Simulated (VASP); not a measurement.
SiSe:

```
Si Se
1.0
     3.59520    0.00000    0.00000
    -1.79760    3.11353    0.00000
     0.00000    0.00000    3.59873
Si Se
1 1
Direct
  0.66667 0.33333 0.50000
  0.00000 0.00000 0.00000
```

The cell was built by a generator and needn't be a form met in nature.

| Property | Result |
| --- | --- |
| Program | VASP 6.6.1 |
| Task | relaxation of cell and atoms |
| Functional | RPBE |
| Dispersion | D3(BJ) |
| Potentials or basis | VASP PAW PBE potentials, release 64 (Si, Se) |
| Cutoff | 600 eV |
| k mesh | 9 × 9 × 7 |
| Occupations | fermi-dirac, width 0.05 eV |
| Spin | no spin polarisation |

At the start: pressure -13.8 GPa; volume 20.14 Å³/atom.

Q: Where does the relaxation end?

A: Over 11 steps the energy falls by 294.2 meV/atom and the volume is 15.13 Å³/atom (-24.9 %); space group P-6m2 (No. 187, to 0.05 Å).

Step by step:
| step | energy change (eV) | largest force (eV/Å) | pressure (GPa) | volume (Å³) |
| --- | --- | --- | --- | --- |
| 1 | 0.0000 | 0.0000 | -13.82 | 40.28 |
| 2 | -0.5167 | 0.0001 | 1.16 | 30.98 |
| 3 | -0.5175 | 0.0001 | 0.12 | 31.26 |
| 4 | -0.5817 | 0.0000 | 1.57 | 30.19 |
| 5 | -0.5798 | 0.0000 | 2.84 | 29.68 |
| 6 | -0.5846 | 0.0000 | -2.01 | 30.87 |
| 7 | -0.5875 | 0.0000 | -0.28 | 30.43 |
| 8 | -0.5882 | 0.0000 | -0.43 | 30.41 |
| 9 | -0.5882 | 0.0000 | -0.47 | 30.40 |
| 10 | -0.5884 | 0.0000 | 0.29 | 30.19 |
| 11 | -0.5884 | 0.0000 | 0.02 | 30.27 |

Final structure:
```cif
data_structure
_symmetry_space_group_name_H-M 'P 1'
_symmetry_Int_Tables_number 1
_cell_length_a 3.1427
_cell_length_b 3.1427
_cell_length_c 3.5388
_cell_angle_alpha 90.000
_cell_angle_beta 90.000
_cell_angle_gamma 120.000
_cell_volume 30.27
loop_
_atom_site_label
_atom_site_type_symbol
_atom_site_fract_x
_atom_site_fract_y
_atom_site_fract_z
_atom_site_occupancy
Si1 Si 0.66667 0.33333 0.50000 1
Se1 Se 0.00000 0.00000 0.00000 1
```

Caveat: the volume moved by over 15 % at a fixed basis, so the end points are rough; the PAW data sets were made with another functional, which shifts forces and pressure a little; pairwise dispersion overbinds metals, which lowers pressure and volume.
